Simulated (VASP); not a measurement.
**Bi2Te3 (Tellurobismuthite): single point with PBE**

Crystal: Bi2Te3 (Tellurobismuthite).

```
CELL_PARAMETERS angstrom
2.20029 1.27034 10.19944
-2.20029 1.27034 10.19944
0.00000 -2.54067 10.19944
ATOMIC_POSITIONS crystal
Bi 0.40000 0.40000 0.40000
Bi 0.60000 0.60000 0.60000
Te 0.00000 0.00000 0.00000
Te 0.20950 0.20950 0.20950
Te 0.79050 0.79050 0.79050
```

* Program: VASP 6.6.1
* Task: single point
* Functional: PBE
* Potentials or basis: VASP PAW PBE potentials, release 64 (Bi_d, Te)
* Cutoff: 520 eV
* k mesh: 5 × 5 × 5
* Occupations: gaussian, width 0.01 eV
* Spin: no spin polarisation
* Dipole correction: no
* Further INCAR settings: ALGO = Normal; EDIFF = 1e-06; NBANDS = 32

The pressure is 1.3 GPa. The largest force is 0.088 eV/Å. The band gap on the k mesh is 0.29 eV, direct.

Forces in eV/Å, atoms in the order of the input:
```
Bi   0.000  0.000  0.027
Bi   0.000  0.000 -0.027
Te   0.000  0.000  0.000
Te   0.000  0.000  0.088
Te   0.000  0.000 -0.088
```

Stress tensor (GPa, compression positive):
```
1.40 0.00 0.00
0.00 1.40 0.00
0.00 0.00 1.20
```

Levels at points of the mesh, in eV from the valence-band top:
```
           k point  band 21  band 22  band 23  band 24  band 25  band 26  band 27  band 28
(0.00, 0.00, 0.00)    -1.68    -0.85    -0.85     0.00     0.29     0.66     0.66     1.96
```

It took 5.9 min on 1 thread of Intel(R) Xeon(R) 6975P-C (Granite Rapids), with other jobs on the host, peak memory 0.92 GiB.

The gap isn't set beside the measured one, since this odd mesh misses points on the zone boundary.

Caveat: spin-orbit coupling is left out, which as a rule narrows the gap of such compounds by several tenths of an eV; an odd mesh through Γ misses points on the zone boundary, where band edges often lie.
